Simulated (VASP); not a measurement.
Given:

```
LiF
1.0
    0.00000     1.97668     1.97668
    1.97668     0.00000     1.97668
    1.97668     1.97668     0.00000
Li F
1 1
Direct
  0.00000   0.00000   0.00000
  0.50000   0.50000   0.50000
```

Level of theory: vdW-DF-cx, VASP's PBE PAW potentials (set 64) (plane waves; VASP). Run with 520 eV cut-off, 11×11×11 Γ-centred mesh, Gaussian smearing of 0.050 eV, potentials Li_sv F.

Question: Give the stress tensor in GPa (positive for a compressed cell).

Answer: 
```
5.24  0.00  0.00
0.00  5.24  0.00
0.00  0.00  5.24
```
The pressure is its mean diagonal, 5.24 GPa.

The compound is LiF in the rock salt structure. This cell is one point of a volume scan, at 0.94 of the reference volume.
